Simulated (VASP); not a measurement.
VASP input:

KPOINTS:
```
Automatic mesh
0
Gamma
2 2 1
0 0 0
```

POSCAR:
```
HgTe
1
    4.6554400000     0.0000000000     0.0000000000
   -2.3277200000     4.0317290000     0.0000000000
    0.0000000000     0.0000000000    10.4231900000
Hg Te
3 3
Direct
  0.3220460000   0.3247030000  -0.0032910000
  0.6848680000  -0.0066640000   0.3344550000
  0.0062670000   0.6832540000   0.6667440000
  0.4796730000   0.4837490000   0.5005120000
  0.5105210000  -0.0003010000   0.8358810000
 -0.0033760000   0.5152590000   0.1656980000
```

INCAR:
```
SYSTEM = HgTe
PREC = Accurate; ENCUT = 300; LREAL = .FALSE.
LASPH = .TRUE.
EDIFF = 1E-6; NELM = 100; ALGO = Normal
LMAXMIX = 6
ISMEAR = -1; SIGMA = 0.02
GGA = PS
ISIF = 2
LWAVE = .FALSE.; LCHARG = .FALSE.
```

POTCAR, in this order: Hg Te (PBE.64 set). Program: vasp_std.

### Question
Write an equivalent input for Ansatz.

### Answer
One equivalent input (not run):
Ansatz 0.2 input:
```yaml
crystal:
  lattice:
    - [4.6554400, 0.0000000, 0.0000000]
    - [-2.3277200, 4.0317290, 0.0000000]
    - [0.0000000, 0.0000000, 10.4231900]
  atoms:
    - { symbol: Hg, position: [0.3220460, 0.3247030, -0.0032910] }
    - { symbol: Hg, position: [0.6848680, -0.0066640, 0.3344550] }
    - { symbol: Hg, position: [0.0062670, 0.6832540, 0.6667440] }
    - { symbol: Te, position: [0.4796730, 0.4837490, 0.5005120] }
    - { symbol: Te, position: [0.5105210, -0.0003010, 0.8358810] }
    - { symbol: Te, position: [-0.0033760, 0.5152590, 0.1656980] }
kpoints:
  mp_grid: { grid: [2, 2, 1] }
hamiltonian:
  xc: pbesol
  pseudopotentials: { kind: paw }
scf:
  occupations: { method: fermi_dirac, width: 0.02 }
  max_iter: 100
output: { forces: true, stress: true, eigenvalues: true }
```
What does not carry over: each code has its own PAW files, so the cut-off isn't converted (ENCUT is set for VASP's; basis.ecutwfc is left out, and Ansatz then takes the one that its files recommend); Ansatz stops its SCF on the density residual and VASP on the energy change (EDIFF).

The structure comes from a computed database's HgTe entry; how it stands against other phases isn't given here. The cell was not relaxed at this level, atoms are displaced from their ideal sites. The k-mesh is coarse (spacing up to 0.78 per Å, 2π included), so the numbers may not be converged in it. The run is one of a series of settings (KPOINTS 2×2×1 Γ-centred mesh against the base run), some of them coarse on purpose.
